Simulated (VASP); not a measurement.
Shape and ions are relaxed at each volume.

Energy against volume of ZnS (wurtzite). These are r2SCAN meta-GGA, VASP's PBE PAW potentials (set 64) (plane waves; VASP) values and carry that method's errors.

```
V (Å³/atom)  E (eV/atom)
-----------  -----------
18.432          -9.41188
19.020          -9.42639
19.608          -9.43076
20.196          -9.42640
20.785          -9.41460
```

**Question.** Fit a third-order Birch-Murnaghan equation of state.

**Answer.** 
```json
{
  "volume_per_atom": "19.59 Å³/atom",
  "bulk_modulus": "791 kbar",
  "pressure_derivative_of_the_bulk_modulus": "4.16"
}
```

Measured: bulk modulus 80.0 GPa (computed value off by -1.2 %), as given by Isothermal phase behavior of Ag3SbS3, ZnGeP2, and ZnS (abstract). The calculation is for a static lattice, while the measured bulk modulus holds thermal and zero-point effects, which are part of the difference.

The compound is ZnS in the wurtzite structure, the high-temperature form. It was relaxed first.
